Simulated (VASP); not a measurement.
Data:

```
CELL_PARAMETERS angstrom
      0.00000     3.21615     3.21615
      3.21615     0.00000     3.21615
      3.21615     3.21615     0.00000
ATOMIC_POSITIONS crystal
  Sn 0.00000 0.00000 0.00000
  Te 0.50000 0.50000 0.50000
```

Level of theory: r2SCAN meta-GGA, VASP's PBE PAW potentials (set 64) (plane waves; VASP 6.6.1). Run with 520 eV cut-off, 7×7×7 Γ-centred mesh, Gaussian smearing of 0.050 eV, potentials Sn_d Te.

Q: Give the stress tensor in GPa (positive for a compressed cell).

A: 
```
-1.22   0.00   0.00
 0.00  -1.22   0.00
 0.00   0.00  -1.22
```
The pressure is its mean diagonal, -1.22 GPa.

The compound is SnTe in the rock salt structure, which distorts at low temperature. This cell is one point of a volume scan, at 1.03 of the reference volume.
